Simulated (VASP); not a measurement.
# NbO4 in VASP: a series of runs

Runs on NbO4. Level: PBE. Tasks: single point.

Program: VASP 6.6.1. These are calculated values, not measurements. Logs are shortened: lines on timing, memory, paths and dates and some standing lists are left out, and cuts for length are marked.

## (1) The cell of the first run

The cell holds a sheet with vacuum, 5 atoms: a = 3.988 Å, b = 3.988 Å, c = 32.475 Å, α = 90.00°, β = 90.00°, γ = 90.00°.

The cell was built by a generator and needn't be a form met in nature.

## (2) Single point, PBE (species swapped into a sheet of the YbCl4 type)

The input, INCAR:

```
  ALGO = Fast
  DIPOL = 0.5 0.5 0.293
  EDIFF = 1E-7
  ENCUT = 520
  GGA = PE
  IDIPOL = 3
  ISIF = 2
  ISMEAR = 0
  LASPH = T
  LCHARG = F
  LDIPOL = T
  LREAL = F
  LWAVE = F
  NBANDS = 26
  NELM = 100
  PREC = Accurate
  SIGMA = 0.1
```

The input, KPOINTS:

```
k-points
0
Gamma
  10 10 1
```

The input, POSCAR:

```
NbO4
1.0
    3.9878288737      0.0000000000      0.0000000000
    0.0000000000      3.9878288737      0.0000000000
    0.0000000000      0.0000000000     32.4752571200
Nb O
1 4
Direct
    0.0000000000      0.0000000000      0.2925304014
    0.0000000000      0.0000000000      0.2340248773
    0.0000000000      0.0000000000      0.3510359254
    0.0000000000      0.5000000000      0.2925304014
    0.5000000000      0.0000000000      0.2925304014
```

Potentials or basis: VASP PAW PBE potentials, release 64 (Nb_sv, O).

Launch:

```bash
$ cat potpaw_PBE.64/Nb_sv/POTCAR potpaw_PBE.64/O/POTCAR > POTCAR
$ mpirun -np 1 vasp_std > vasp.out
```

OUTCAR:

```text
EDIFF = 1E-7
   ENCUT = 520
   GGA = PE
   ISIF = 2
   ISMEAR = 0
   LASPH = T
   LREAL = F
   NELM = 100
   PREC = Accurate

 ion  position               nearest neighbor table
   1  0.000  0.000  0.293-   3 1.90   2 1.90   4 1.99   5 1.99   4 1.99   5 1.99
   2  0.000  0.000  0.234-   1 1.90
   3  0.000  0.000  0.351-   1 1.90
   4  0.000  0.500  0.293-   1 1.99   1 1.99
   5  0.500  0.000  0.293-   1 1.99   1 1.99

  LATTYP: Found a simple tetragonal cell.
 ALAT       =     3.9878288737
 C/A-ratio  =     8.1435934561

  Lattice vectors:

 A1 = (   3.9878288737,   0.0000000000,   0.0000000000)
 A2 = (   0.0000000000,   3.9878288737,   0.0000000000)
 A3 = (   0.0000000000,   0.0000000000,  32.4752571200)

Analysis of symmetry for initial positions (statically):
=====================================================================
 Subroutine PRICEL returns:
 Original cell was already a primitive cell.

 Routine SETGRP: Setting up the symmetry group for a
 simple tetragonal supercell.

 Subroutine GETGRP returns: Found 16 space group operations
 (whereof  8 operations were pure point group operations)
 out of a pool of 16 trial point group operations.

The static configuration has the point symmetry C_4v.
 The point group associated with its full space group is D_4h.

Analysis of symmetry for dynamics (positions and initial velocities):
=====================================================================
 Subroutine PRICEL returns:
 Original cell was already a primitive cell.

 Routine SETGRP: Setting up the symmetry group for a
 simple tetragonal supercell.

 Subroutine GETGRP returns: Found 16 space group operations
 (whereof  8 operations were pure point group operations)
 out of a pool of 16 trial point group operations.

The dynamic configuration has the point symmetry C_4v.
 The point group associated with its full space group is D_4h.

 Subroutine INISYM returns: Found 16 space group operations
 (whereof  8 operations are pure point group operations),
 and found     1 'primitive' translations

----------------------------------------------------------------------------------------

                                     Primitive cell

  volume of cell :     516.4468

  direct lattice vectors                    reciprocal lattice vectors
     3.987828874  0.000000000  0.000000000     0.250763017  0.000000000  0.000000000
[... 96 lines left out ...]
   POTIM  = 0.5000    time-step for ionic-motion
   TEBEG  =    0.0;   TEEND  =   0.0 temperature during run
   PSTRESS=    0.0 pullay stress
   NELECT =      37.0000    total number of electrons
   NUPDOWN=      -1.0000    fix difference up-down
   EMIN   =  10.00;   EMAX   =-10.00  energy-range for DOS
   EFERMI =   0.00;   METHOD = LEGACY
   ISMEAR =     0;   SIGMA  =   0.10  broadening in eV -4-tet -1-fermi 0-gaus
   EFERMI_NEDOS =   21; number of points for ismear=-14 and -15
   IALGO  =     68    algorithm
   IMIX   =      4    mixing-type and parameters
     AMIX     =   0.40;   BMIX     =  1.00
     AMIX_MAG =   1.60;   BMIX_MAG =  1.00
  volume/ion in A,a.u.               =     103.29       697.03
  Fermi-wavevector in a.u.,A,eV,Ry     =   0.679934  1.284889  6.290116  0.462310
  Thomas-Fermi vector in A             =   1.758277
   LORBIT       =      0    0 simple, 1 ext, 2 COOP (PROOUT), +10 PAW based schemes
   GGA     = PE    functional components
   LHFCALC =     F    Hartree Fock is set to
   AEXX    =    0.0000 exact exchange contribution
   IVDW    =     0    specifies the selected vdW correction
   LEPSILON=     F    determine dielectric tensor
   LRPA    =     F    only Hartree local field effects (RPA)
 non-spin polarized calculation
 RMM-DIIS sequential band-by-band and
 Gauss-broadening in eV      SIGMA  =   0.10
  energy-cutoff  :      520.00
  volume of cell :      516.45
 maximum number of plane-waves:     14041
 NGX is ok and might be reduce to    30
   NGX = 15   NGY = 15   NGZ =121

 dipolmoment           0.000000      0.000000      0.000000 electrons x Angstroem

 number of electron      36.9999984 magnetization

 dipolmoment           0.000000      0.000000     -0.000001 electrons x Angstroem

 Free energy of the ion-electron system (eV)
  ---------------------------------------------------
  ext. energy  EPLUGINS =         0.00000000
  ---------------------------------------------------
  free energy    TOTEN  =       -34.33239570 eV

  energy without entropy =      -34.27727091  energy(sigma->0) =      -34.30483330

 E-fermi :  -7.8300     XC(G=0):  -1.6694

 val. band max:       -7.8425254833   @ k =   0.1000   0.1000   0.0000
 cond. band min:      -7.8297290483   @ k =   0.3000   0.2000   0.0000
 fundamental gap:      0.0127964350
 Fermi energy:        -7.8300168231

 k-point     1 :       0.0000    0.0000    0.0000
  band No.  band energies     occupation
      1     -61.8292      2.00000
      2     -38.1542      2.00000
      3     -37.9312      2.00000
      4     -37.9312      2.00000
      5     -24.7438      2.00000
      6     -24.4706      2.00000
[... 598 lines left out ...]
     25       4.0979      0.00000
     26       4.8599      0.00000

------------------------ aborting loop because EDIFF is reached ----------------------------------------

 vacuum level on the upper side and lower side of the slab       (xc-potential included)        -0.072        -0.071

  FORCE on cell =-STRESS in cart. coord.  units (eV):
  Direction    XX          YY          ZZ          XY          YZ          ZX
  --------------------------------------------------------------------------------------
  -------------------------------------------------------------------------------------
  Total       -0.1859756     -0.1859756     -0.0337565      0.0000000     -0.0000000     -0.0000000
  in kB       -0.5769538     -0.5769538     -0.1047229      0.0000000     -0.0000000     -0.0000000
  external PRESSURE =      -0.4195435 kB  Pullay stress =       0.0000000 kB

 VOLUME and BASIS-vectors are now :
 -----------------------------------------------------------------------------
  energy-cutoff  :      520.00
  volume of cell :      516.45
      direct lattice vectors                 reciprocal lattice vectors
     3.987828874  0.000000000  0.000000000     0.250763017  0.000000000  0.000000000
     0.000000000  3.987828874  0.000000000     0.000000000  0.250763017  0.000000000
     0.000000000  0.000000000 32.475257120     0.000000000  0.000000000  0.030792674

 POSITION                                       TOTAL-FORCE (eV/Angst)
 -----------------------------------------------------------------------------------
      0.00000      0.00000      9.50000        -0.000000      0.000000      0.000000
      0.00000      0.00000      7.60002        -0.000000      0.000000     -0.017678
      0.00000      0.00000     11.39998        -0.000000     -0.000000      0.017678
      0.00000      1.99391      9.50000        -0.000000      0.000000      0.000000
      1.99391      0.00000      9.50000         0.000000     -0.000000      0.000000
 -----------------------------------------------------------------------------------
    total drift:                                0.000000      0.000000     -0.000017

  FREE ENERGIE OF THE ION-ELECTRON SYSTEM (eV)
  ---------------------------------------------------
  free  energy   TOTEN  =       -34.3323956975 eV

  energy  without entropy=      -34.2772709083  energy(sigma->0) =      -34.30483330

 vacuum level on the upper side and lower side of the slab         1.230         1.230
```

Run time: 7 min. Hardware: 1 thread of Intel Xeon 6975P-C (Granite Rapids), shared host; peak memory 0.64 GiB.

Results:

- Free energy: -34.3324 eV
- Largest force: 0.018 eV/Å
- Band gap on the k mesh: none (metal or under the smearing width)

Forces in eV/Å, atoms in the order of the input:
```
Nb   0.000  0.000  0.000
O    0.000  0.000 -0.018
O    0.000  0.000  0.018
O    0.000  0.000  0.000
O    0.000  0.000  0.000
```

Caveat: an odd number of electrons without spin polarisation forces a metal; a magnetic or distorted state may lie lower.

## (3) Single point, PBE (species swapped into a sheet of the YbCl4 type)

The input, INCAR:

```
PREC = Accurate
ENCUT = 520
EDIFF = 1E-6
ISMEAR = 0
SIGMA = 0.1
LREAL = False
LASPH = True
NELM = 60
ALGO = Fast
ISIF = 2
LWAVE = False
LCHARG = True
LDIPOL = True
IDIPOL = 3
DIPOL = 0.5 0.5 0.293
GGA = PE
LELF = True
LVHAR = True
LVACPOTAV = True
NBANDS = 26
```

The input, KPOINTS:

```
Automatic mesh
0
Gamma
  10 10 1
```

The input, POSCAR:

```
NbO4
1.0
    3.9844639743      0.0000000000      0.0000000000
    0.0000000000      3.9844639743      0.0000000000
    0.0000000000      0.0000000000     32.4752571200
Nb O
1 4
Direct
    0.0000000000      0.0000000000      0.2925304014
    0.0000000000      0.0000000000      0.2337671941
    0.0000000000      0.0000000000      0.3512936086
    0.0000000000      0.5000000000      0.2925304014
    0.5000000000      0.0000000000      0.2925304014
```

Potentials or basis: VASP PAW PBE potentials, release 64 (Nb_sv, O).

Launch:

```bash
$ cat potpaw_PBE.64/Nb_sv/POTCAR potpaw_PBE.64/O/POTCAR > POTCAR
$ mpirun -np 1 vasp_std > vasp.out
```

It took 6.1 min on 1 thread of Intel Xeon 6975P-C (Granite Rapids), shared host; peak memory 0.63 GiB.

The run converged. Its results:

* Free energy: -34.3315 eV
* Largest force: 0.133 eV/Å
* Band gap on the k mesh: none (metal or under the smearing width)
* Work function of the upper face: 9.13 eV
* Work function of the lower face: 9.13 eV

Forces in eV/Å, atoms in the order of the input:
```
Nb   0.000  0.000  0.000
O    0.000  0.000  0.133
O    0.000  0.000 -0.133
O    0.000  0.000  0.000
O    0.000  0.000  0.000
```

Levels at points of the mesh, in eV from the Fermi level:
```tsv
k point	band 17	band 18	band 19	band 20	band 21	band 22
(0.00, 0.00, 0.00)	-0.61	-0.09	-0.09	-0.03	2.65	4.54
(0.50, 0.00, 0.00)	-0.41	-0.07	-0.04	0.33	4.56	4.92
(0.50, 0.50, 0.00)	-0.09	0.23	0.35	0.35	5.80	5.80
```

Caveat: an odd number of electrons without spin polarisation forces a metal; a magnetic or distorted state may lie lower.
